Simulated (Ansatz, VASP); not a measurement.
# Cross-check of Bi (Bismuth) between VASP and Ansatz

Aim: how closely do two programs agree when they are given the same cell, functional and k mesh? The cell is taken from a series of runs on this material, whose earlier steps may have relaxed, scaled, displaced or heated it; both programs get it as it stands.

Main program and level: Ansatz 0.2.0; plane waves, with VASP 6.6.1 beside it; zone-centre phonons at PBEsol.

## 1. Starting point

Symmetry: R-3m, No. 166, trigonal system. The conventional cell has a = 4.557 Å, b = 4.557 Å, c = 11.951 Å, α = 90.00°, β = 90.00°, γ = 120.00°. Nearest to Bi lie 3 Bi at 3.09 Å.

As a file:

```xyz
2
Lattice="2.2785 1.3155 3.9836 -2.2785 1.3155 3.9836 0.0000 -2.6310 3.9836" Properties=species:S:1:pos:R:3 pbc="T T T"
Bi    0.0000    0.0000    2.8032
Bi    0.0000    0.0000    9.1478
```

## 2. VASP: zone-centre phonons, PBEsol

Second derivatives magnify differences that forces hide, and they need a tight electronic threshold.

Lines of VASP's logs that name or quote its potential files are left out, and so is its time.

File INCAR:

```
SYSTEM = Bi
PREC = Accurate
ENCUT = 500
EDIFF = 1E-08
NELM = 120
ISMEAR = 1
SIGMA = 0.2
LREAL = .FALSE.
ALGO = Normal
GGA = PS
NBANDS = 21
LORBIT = 11
LWAVE = .FALSE.
LCHARG = .FALSE.
ISIF = 2
IBRION = 8
LASPH = .TRUE.
GGA_COMPAT = .FALSE.
KPAR = 2
```

File POSCAR:

```
Bi
1.0
    2.2785118859      1.3154994507      3.9836452734
   -2.2785118859      1.3154994507      3.9836452734
    0.0000000000     -2.6309989013      3.9836452734
Bi
2
Direct
    0.2345552383      0.2345552383      0.2345552383
    0.7654447617      0.7654447617      0.7654447617
```

File KPOINTS:

```
Automatic mesh
0
Gamma
12 12 12
0 0 0
```

PAW data sets: Bi_d (PBE family, release 64).

On the command line:

```
> mpirun -np 2 vasp_std
```

Numbers of over 12 decimals in the logs are rounded to 6 here.

What it wrote:

```text
[banner, memory and clock lines left out]
running    2 mpi-ranks, on    1 nodes
 distrk:  each k-point on    1 cores,    2 groups
 distr:  one band on    1 cores,    1 groups

 POSCAR found type information on POSCAR Bi
 POSCAR found :  1 types and       2 ions
|                                                                             |
|               ----> ADVICE to this user running VASP <----                  |
|                                                                             |
|     You enforced a specific xc type in the INCAR file but a different       |
|     [... a line on the potential file left out ...]
|     I HOPE YOU KNOW WHAT YOU ARE DOING!                                     |
|                                                                             |

 LDA part: xc-table for (Slater+PW92), standard interpolation
 POSCAR, INCAR and KPOINTS ok, starting setup
 FFT: planning ... GRIDC
 FFT: planning ... GRID_SOFT
 FFT: planning ... GRID
 WAVECAR not read
 entering main loop
       N       E                     dE             d eps       ncg     rms          rms(c)
DAV:   1     0.298651823520E+03    0.29865E+03   -0.16003E+04  7951   0.167E+03
DAV:   2     0.162091505878E+02   -0.28244E+03   -0.27625E+03  8038   0.433E+02
DAV:   3    -0.774627338542E+01   -0.23955E+02   -0.23664E+02  9421   0.144E+02
DAV:   4    -0.857115476345E+01   -0.82488E+00   -0.82433E+00  9480   0.296E+01
DAV:   5    -0.860840648046E+01   -0.37252E-01   -0.37251E-01 11211   0.560E+00    0.106E+00
DAV:   6    -0.859729113369E+01    0.11115E-01   -0.21132E-02 10373   0.165E+00    0.624E-01
DAV:   7    -0.859290789651E+01    0.43832E-02   -0.14074E-02  9957   0.139E+00    0.118E-01
DAV:   8    -0.859288699062E+01    0.20906E-04   -0.16149E-03  9176   0.502E-01    0.179E-02
DAV:   9    -0.859289558126E+01   -0.85906E-05   -0.66735E-05 12218   0.688E-02    0.882E-03
DAV:  10    -0.859289494726E+01    0.63400E-06   -0.28482E-06  9957   0.118E-02    0.166E-03
DAV:  11    -0.859289502454E+01   -0.77279E-07   -0.29267E-07  9756   0.447E-03    0.769E-04
DAV:  12    -0.859289496458E+01    0.59959E-07   -0.54277E-08  7635   0.172E-03    0.209E-04
DAV:  13    -0.859289499170E+01   -0.27117E-07   -0.70056E-09  5694   0.975E-04    0.889E-05
DAV:  14    -0.859289500119E+01   -0.94960E-08   -0.15871E-09  5029   0.462E-04
   1 F= -.85928950E+01 E0= -.85933684E+01  d E =0.142022E-02
 Linear response reoptimize wavefunctions to high precision
DAV:   1    -0.859289500388E+01   -0.26889E-08   -0.62366E-10  5209   0.331E-04
DAV:   2    -0.859289500390E+01   -0.15461E-10   -0.23093E-10  4829   0.167E-04
 Linear response DOF=           2
 Linear response progress:
  Degree of freedom:   1/  2
       N       E                     dE             d eps       ncg     rms          rms(c)
RMM:   1    -0.329149710303E+00   -0.32915E+00    0.20915E-01 48445   0.837E+00
RMM:   2    -0.337704439089E+00   -0.85547E-02   -0.19596E-02 62334   0.116E+00    0.414E-02
RMM:   3    -0.337900325634E+00   -0.19589E-03   -0.16641E-03 67078   0.325E-01    0.240E-02
RMM:   4    -0.337768550261E+00    0.13178E-03   -0.12952E-04 68881   0.999E-02    0.560E-03
RMM:   5    -0.337771913848E+00   -0.33636E-05   -0.16724E-05 65226   0.316E-02    0.233E-03
RMM:   6    -0.337780432352E+00   -0.85185E-05   -0.27295E-06 67789   0.142E-02    0.925E-04
RMM:   7    -0.337781803351E+00   -0.13710E-05    0.59080E-07 67791   0.438E-03    0.335E-04
RMM:   8    -0.337777891825E+00    0.39115E-05   -0.41644E-07 69030   0.156E-03    0.926E-05
RMM:   9    -0.337776567375E+00    0.13245E-05    0.40311E-07 69601   0.669E-04    0.321E-05
RMM:  10    -0.337776361544E+00    0.20583E-06   -0.61836E-08 71446   0.317E-04    0.123E-05
RMM:  11    -0.337776398822E+00   -0.37278E-07    0.65163E-08 73097   0.179E-04    0.104E-05
RMM:  12    -0.337776165231E+00    0.23359E-06    0.11804E-07 68841   0.116E-04    0.335E-06
RMM:  13    -0.337776134906E+00    0.30324E-07    0.34779E-08 73330   0.793E-05    0.203E-06
RMM:  14    -0.337776064237E+00    0.70670E-07    0.18120E-08 70497   0.661E-05    0.453E-07
RMM:  15    -0.337776062679E+00    0.15578E-08    0.43739E-09 73460   0.591E-05    0.207E-07
 first order change of Fermi-energy  -0.16880E-04
 force on displaced ion       1 direction 1 :  -1.829  -0.000   0.000
 Linear response progress:
  Degree of freedom:   2/  2
       N       E                     dE             d eps       ncg     rms          rms(c)
RMM:   1    -0.330447115083E+00   -0.33045E+00    0.23938E-01 10552   0.848E+00
RMM:   2    -0.338911382613E+00   -0.84643E-02   -0.18866E-02 13571   0.115E+00    0.385E-02
RMM:   3    -0.338996210143E+00   -0.84828E-04   -0.15631E-03 14655   0.318E-01    0.218E-02
RMM:   4    -0.338787268119E+00    0.20894E-03   -0.13375E-04 14727   0.104E-01    0.575E-03
RMM:   5    -0.338799549302E+00   -0.12281E-04   -0.16363E-05 15279   0.310E-02    0.338E-03
RMM:   6    -0.338813871764E+00   -0.14322E-04   -0.25497E-06 14053   0.138E-02    0.791E-04
RMM:   7    -0.338815651981E+00   -0.17802E-05   -0.34624E-07 14862   0.454E-03    0.558E-04
RMM:   8    -0.338815224971E+00    0.42701E-06   -0.31155E-08 12858   0.170E-03    0.811E-05
RMM:   9    -0.338814890689E+00    0.33428E-06   -0.51738E-09 15384   0.782E-04    0.501E-05
RMM:  10    -0.338814777960E+00    0.11273E-06    0.22589E-08 14882   0.294E-04    0.305E-05
RMM:  11    -0.338814780136E+00   -0.21756E-08   -0.22141E-08 14371   0.168E-04    0.644E-06
 first order change of Fermi-energy   0.95052E-01
 force on displaced ion       1 direction 3 :   0.000  -0.000  -3.881
 Linear response finished
```

Parts of OUTCAR (step 2):

```text
ion  position               nearest neighbor table
   1  0.235  0.235  0.235-   2 3.09   2 3.09   2 3.09   2 3.54   2 3.54   2 3.54
   2  0.765  0.765  0.765-   1 3.09   1 3.09   1 3.09   1 3.54   1 3.54   1 3.54

  LATTYP: Found a trigonal (rhomboedric) cell.
 ALAT       =     4.7740532971
 COS(alpha) =     0.5444269066

 Subroutine GETGRP returns: Found 12 space group operations
 (whereof 12 operations were pure point group operations)

The static configuration has the point symmetry D_3d.

 Found    189 irreducible k-points:

   k-points           NKPTS =    189   k-points in BZ     NKDIM =    189   number of bands    NBANDS=     21

   dimension x,y,z NGX =    36 NGY =   36 NGZ =   36
   dimension x,y,z NGXF=    72 NGYF=   72 NGZF=   72

   ENCUT  =  500.0 eV  36.75 Ry    6.06 a.u.   8.70  8.70  8.70*2*pi/ulx,y,z

   NELECT =      30.0000    total number of electrons

 k-points in reciprocal lattice and weights: Automatic mesh
   0.00000000  0.00000000  0.00000000       0.001
   0.08333333  0.00000000  0.00000000       0.003
   0.16666667  0.00000000  0.00000000       0.003
   0.25000000  0.00000000  0.00000000       0.003
   0.33333333  0.00000000  0.00000000       0.003
   0.41666667  0.00000000  0.00000000       0.003
   0.50000000  0.00000000  0.00000000       0.002
   0.08333333  0.08333333  0.00000000       0.003
   0.16666667  0.08333333 -0.00000000       0.007
[...]
-0.41666667  0.50000000  0.41666667       0.003
   0.50000000  0.50000000  0.50000000       0.001

 average (electrostatic) potential at core
       1-104.5506       2-104.5506

  Total       -0.6102464     -0.6102464     -0.6079710      0.0000000     -0.0000000      0.0000000
  in kB      -13.6471486    -13.6471486    -13.5962633      0.0000000     -0.0000000      0.0000000
  external PRESSURE =     -13.6301868 kB  Pullay stress =       0.0000000 kB

  energy-cutoff  :      500.00
  volume of cell :       71.64
      direct lattice vectors                 reciprocal lattice vectors
     2.278511886  1.315499451  3.983645273     0.219441471  0.126694592  0.083675456
    -2.278511886  1.315499451  3.983645273    -0.219441471  0.126694592  0.083675456
     0.000000000 -2.630998901  3.983645273     0.000000000 -0.253389185  0.083675456

 POSITION                                       TOTAL-FORCE (eV/Angst)
 -----------------------------------------------------------------------------------
      0.00000      0.00000      2.80315         0.000000      0.000000      0.002491
      0.00000      0.00000      9.14778         0.000000     -0.000000     -0.002491
 -----------------------------------------------------------------------------------
    total drift:                                0.000000      0.000000     -0.000000

 Eigenvectors and eigenvalues of the dynamical matrix
 ----------------------------------------------------

   1 f  =    3.012984 THz    18.931137 2PiTHz  100.502329 cm-1    12.460695 meV
             X         Y         Z           dx          dy          dz
      0.000000  0.000000  2.803155    -0.000000   -0.000000   -0.707107
      0.000000  0.000000  9.147781     0.000000    0.000000    0.707107

   2 f  =    2.068497 THz    12.996751 2PiTHz   68.997641 cm-1     8.554613 meV
             X         Y         Z           dx          dy          dz
      0.000000  0.000000  2.803155     0.707107   -0.000008    0.000000
      0.000000  0.000000  9.147781    -0.707107    0.000008   -0.000000

   3 f  =    2.068497 THz    12.996751 2PiTHz   68.997641 cm-1     8.554613 meV
             X         Y         Z           dx          dy          dz
      0.000000  0.000000  2.803155     0.000008    0.707107   -0.000000
      0.000000  0.000000  9.147781    -0.000008   -0.707107    0.000000

   4 f  =    0.000000 THz     0.000000 2PiTHz    0.000001 cm-1     0.000000 meV
             X         Y         Z           dx          dy          dz
      0.000000  0.000000  2.803155    -0.132216    0.679555    0.143959
      0.000000  0.000000  9.147781    -0.132216    0.679555    0.143959

   5 f/i=    0.000000 THz     0.000000 2PiTHz    0.000000 cm-1     0.000000 meV
             X         Y         Z           dx          dy          dz
      0.000000  0.000000  2.803155     0.078552   -0.130976    0.690416
      0.000000  0.000000  9.147781     0.078552   -0.130976    0.690416

   6 f/i=    0.000000 THz     0.000000 2PiTHz    0.000001 cm-1     0.000000 meV
             X         Y         Z           dx          dy          dz
      0.000000  0.000000  2.803155     0.690180    0.145087   -0.051001
      0.000000  0.000000  9.147781     0.690180    0.145087   -0.051001

 ELASTIC MODULI CONTR FROM IONIC RELAXATION (kBar)
 Direction    XX          YY          ZZ          XY          YZ          ZX
 --------------------------------------------------------------------------------
 XX        -157.8401     27.8487   -117.6008     -0.0000    191.0523      0.0000
 YY          27.8487   -157.8401   -117.6008      0.0000   -191.0523     -0.0000
 ZZ        -117.6008   -117.6008   -212.7827     -0.0000     -0.0000      0.0000
 XY          -0.0000      0.0000     -0.0000    -92.8444      0.0000    188.9749
 YZ         191.0523   -191.0523     -0.0000      0.0000   -393.1414     -0.0000
 ZX           0.0000     -0.0000      0.0000    188.9749     -0.0000   -384.6385
 --------------------------------------------------------------------------------
```

## 3. Ansatz: zone-centre phonons, PBEsol

Ansatz runs on its PAW soft_1 files.

The same cell, functional, mesh and smearing now go to Ansatz, which takes its cutoff from its data sets.

File input.yaml:

```yaml
crystal:
  lattice:
    - [2.2785118859, 1.3154994507, 3.9836452734]
    - [-2.2785118859, 1.3154994507, 3.9836452734]
    - [0.0, -2.6309989013, 3.9836452734]
  atoms:
    - { symbol: Bi, position: [0.2345552383, 0.2345552383, 0.2345552383] }
    - { symbol: Bi, position: [0.7654447617, 0.7654447617, 0.7654447617] }
kpoints:
  mp_grid: { grid: [12, 12, 12] }
hamiltonian:
  xc: pbesol
  pseudopotentials: { kind: paw, azcp: { folder: soft_1 }, xc_functional: pbe }
scf:
  occupations: { method: methfessel_paxton, width: 0.2 }
output:
  eigenvalues: true
phonons:
  method: dfpt
```

On the command line:

```
> ansatz run input.yaml --threads 4 --pin off --max-ram 10240MiB --backend cpu --events-out ev --progress --plain --runs-dir out
```

What it wrote:

```text
Engine: ansatz 0.2.0, x86_64-unknown-linux-gnu
Pseudopotentials: kind: paw
Pseudopotential: Bi, paw, valence charge 15, recommended cutoff 420 eV (normal), soft_1/Bi.paw.azcp
Functional definition: PBEsol
  exchange = pbesol_x
  correlation = pbesol_c
Crystal: 2 atoms, lattice volume = 71.643 Å³
Basis set: ecut = 420 eV, 1405 PW (Γ), exchange–correlation on 64×64×64 points (8 copies of the dense FFT grid, shifted against one another)
Bands: 19, of which v1, the nominal top of the filled ones, is band 15 counted from 1 (14 counted from 0)
Symmetry: 12 space group operations
k-points: 476 of 1728 (irreducible under 2 space group operations, time reversal used)
Non-local potential: Bi, projectors of the file, l = 0: 2, l = 1: 2, l = 2: 2, l = 3: 1
PAW form: soft (Blöchl's): semilocal exchange-correlation on the pseudo side does not see the compensation charge
PAW frozen core: Bi, regenerated for the run's functional, and the local potential with it (the file was generated under x = pbe(κ = 0.804, μ = 0.219515), c = pbe(β = 0.066725))
PAW one-centre angular grid: Bi, 590 points (default); XC on 64 Gauss nodes
Initial density: superposition of atomic densities (chi_scale 0.1, normalization cell)
Initial wavefunctions: pseudopotential atomic-orbital guess
Functional: x = pbesol(κ = 0.804, μ = 0.123457), c = pbesol(β = 0.046)
SCF iter   1: F=—  HF=-24488.933701 eV  |F-HF|=—  |Δ(HF+E_count)|=         —  Δρ=1.13e-2  dr2=7.79e-2  ethr=3.10e-3  ⟨swp⟩=5.5  Hψ=43657  notcnv=0
preconditioner: auto → Kerker (q_TF=auto, 2.360 Å⁻¹)  [metal: Δε(μ)=0.006 eV  Ē_g=20.100 eV  σ=0.200 eV  W_gap=0.02  n_scr=14 (ndim 8)  ℏωp=24.0 eV  f_vac=0.000  D(μ)=0.24/eV (n_scr^D=0)]
SCF iter   2: F=—  HF=-24488.924257 eV  |F-HF|=—  |Δ(HF+E_count)|=   9.44e-3  S|Δr|=    0.00e0  Δρ=7.26e-3  dr2=3.42e-2  ethr=2.60e-4  ⟨swp⟩=1.0  Hψ=12852  notcnv=0
SCF iter   3: F=—  HF=-24488.919800 eV  |F-HF|=—  |Δ(HF+E_count)|=   4.46e-3  S|Δr|=    0.00e0  Δρ=8.76e-4  dr2=8.33e-4  ethr=1.14e-4  ⟨swp⟩=2.0  Hψ=16199  notcnv=0
SCF iter   4: F=—  HF=-24488.919728 eV  |F-HF|=—  |Δ(HF+E_count)|=   7.22e-5  S|Δr|=    0.00e0  Δρ=3.82e-4  dr2=1.31e-4  ethr=2.78e-6  ⟨swp⟩=2.0  Hψ=16188  notcnv=0
SCF iter   5: F=—  HF=-24488.919701 eV  |F-HF|=—  |Δ(HF+E_count)|=   2.67e-5  S|Δr|=    0.00e0  Δρ=1.32e-4  dr2=2.51e-5  ethr=4.36e-7  ⟨swp⟩=2.0  Hψ=14971  notcnv=0
SCF iter   6: F=—  HF=-24488.919708 eV  |F-HF|=—  |Δ(HF+E_count)|=   7.00e-6  S|Δr|=    0.00e0  Δρ=2.68e-5  dr2=8.53e-7  ethr=8.38e-8  ⟨swp⟩=2.0  Hψ=11430  notcnv=0
SCF iter   7: F=—  HF=-24488.919707 eV  |F-HF|=—  |Δ(HF+E_count)|=   1.26e-6  S|Δr|=    0.00e0  Δρ=5.91e-6  dr2=5.49e-8  ethr=2.84e-9  ⟨swp⟩=3.0  Hψ=16531  notcnv=0
SCF iter   8: F=—  HF=-24488.919707 eV  |F-HF|=—  |Δ(HF+E_count)|=   3.73e-9  S|Δr|=    0.00e0  Δρ=2.03e-6  dr2=4.00e-9  ethr=1.83e-10  ⟨swp⟩=2.0  Hψ=10563  notcnv=0
SCF iter   9: F=—  HF=-24488.919707 eV  |F-HF|=—  |Δ(HF+E_count)|=  5.49e-10  S|Δr|=    0.00e0  Δρ=4.69e-7  dr2=2.02e-10  ethr=1.33e-11  ⟨swp⟩=2.0  Hψ=16190  notcnv=0
SCF iter  10: F=—  HF=-24488.919707 eV  |F-HF|=—  |Δ(HF+E_count)|=  2.91e-11  S|Δr|=    0.00e0  Δρ=1.14e-7  dr2=2.27e-11  ethr=1.00e-12  ⟨swp⟩=2.1  Hψ=16196  notcnv=0
SCF iter  11: F=-24488.919707 eV  HF=-24488.919707 eV  |F-HF|=0.00e0  |Δ(HF+E_count)|=  7.28e-12  S|Δr|=    0.00e0  Δρ=4.48e-8  dr2=3.58e-12  ethr=1.00e-12  ⟨swp⟩=5.0  Hψ=34831  notcnv=0
SCF 1 converged in 11 iterations: F = -24488.919707 eV  dr2 = 3.58e-12
  greatest PAW one-centre occupation: 0.988 electrons in one spin orbital (limit 2), on the Bi atom at site 1 (counted from 0), in its partial waves of l = 2
DFPT response loops at Γ: preconditioner auto → Kerker (q_TF=auto, 2.360 Å⁻¹) (partly filled bands, converged f_vac=0.001); β = 1.00, the filter's whole step (`scf.mixing.beta` (0.50) is not read by the response loops under this deck's `scf.mixing.preconditioner`; to damp them name `kerker` or `kerker_dos`, under which they read `scf.mixing.beta`, and type it under 1.00, their step now; both keys bind the ground state too); Broyden in place of MSR1
SCF converged after 11 iterations
Stability not checked: this state was not tested for a lower state beside it, because cold or Methfessel-Paxton smearing, or corrected tetrahedra, fill the levels in a way that the test cannot read (fill_not_monotonic; see scf.lower_state_search)
Free energy (F): -24488.919707 eV
Harris-Foulkes:  -24488.919707 eV  (|F-HF|=0.00e0)
Internal energy: -24488.921098 eV  (E = F + TS)
E sigma→0 (E₀):  -24488.920055 eV
Entropy (-TS):   0.001392 eV (0.696 meV/atom)
Fermi energy:    9.280201 eV
--- Per-component energies (eV) ---
  E_band       = -227.950573
  E_kinetic    = 507.818977
  E_local      = -2743.374200  (includes V_loc(G=0)·N_el)
  E_nonlocal   = 820.553118
  E_hartree    = 1019.860921
  E_xc         = -300.125993
  E_vxc        = -260.998961  (∫ρ·V_xc dr)
  E_paw        = -21019.131152  (= ΣΔE_a)
  E_vpaw       = -591.671777  (= ΣTr[D̂ρ^β])
  E_aug_tail   = 0.000412  (compensation charges beyond the density's cutoff)
  E_ewald      = -2774.702769
  E_core_change = 0.179589  (= ΣΔE_core)
  E_smearing   = 0.001392  (= −TS)
  E_closure    = -0.000000  (closes the sum)
  Σ components = -24488.919707   (vs F -24488.919707, Δ=0.00e0)
--- Band table (eV; the first three rows and the last of 476) ---
  k-point 0: bands = [... 11 lower, 1.7555, 7.8169, 8.1581, 8.1581, 11.8254, 12.2389, 12.2389, 14.8664]
  k-point 1: bands = [... 11 lower, 1.6112, 7.8530, 8.1465, 8.1523, 11.7174, 11.9003, 12.0763, 14.5751]
  k-point 2: bands = [... 11 lower, 1.2106, 7.9157, 8.1414, 8.1589, 11.1057, 11.5024, 11.6667, 14.3098]
  k-point 475: bands = [... 11 lower, -0.6155, 8.4082, 8.7682, 8.7682, 10.0022, 10.0022, 10.0026, 16.2273]
--- Phonons (Γ-DFPT): 2 representative perturbations + reference, on 476 of 1728 k-points (Σ response iterations 6) ---
  k mesh reduced under 2 symmetry operations, with k and −k counted as one. Each operation leaves every solved perturbation unchanged. A smaller set is not used because it would not reduce the number of displacements times k-points to solve
  ASR residual: 2.422e-5 → 0.000e0 eV/Å²; symmetrization residual: 9.822e-6 eV/Å²
  ASR residual per site (eV/Å²): 2.42e-5 2.42e-5
  Γ frequencies (cm⁻¹): 0.00 0.00 0.00 69.20 69.20 100.41
  non-analytic LO–TO correction: not included (Born effective charges unavailable; polar crystals: no LO–TO splitting at Γ)
```

The column dr2 measures how far the density is from self-consistency, as an energy; F and HF (Harris–Foulkes) agree once it is small.

## 4. Differences

Known differences besides the potentials themselves: the cutoff is 420 eV in Ansatz and 500 eV in VASP; Ansatz makes its cores anew for this functional, VASP keeps those of its PBE data sets. Total energies have different zeros and are not compared.

Compared:

```csv
quantity,Ansatz,VASP,difference
optical mode 1 to 2 (cm⁻¹),69.2,69.0,+0.29 %
optical mode 3 (cm⁻¹),100.4,100.5,-0.09 %
```

Modes are paired by rising frequency, not by their patterns, so a pair may set unlike modes beside each other; they are those without the splitting of longitudinal modes.

## 5. Summary of results

* r.m.s. difference of the optical zone-centre modes, each program's sorted by frequency (zone-centre phonons, PBEsol): 0.17 cm⁻¹

The r.m.s. difference of the optical zone-centre modes, each program's sorted by frequency is 0.17 cm⁻¹ (zone-centre phonons, PBEsol). Such differences can come from data sets, numerical settings and the points named under the comparisons, not from the functional's error against experiment.

[Lines on the potential files, build, host, timing and source positions are cut from VASP's logs without a mark.]

[Logs are printed without paths, hosts, clocks, repeated set-up lines and the standing remarks that a program may print on its own settings, such as how far it seeks lower states.]

[Hosts, paths, dates, database ids (printed as entryN), source tags and the programs' standing remarks are cut or masked in the printed files.]
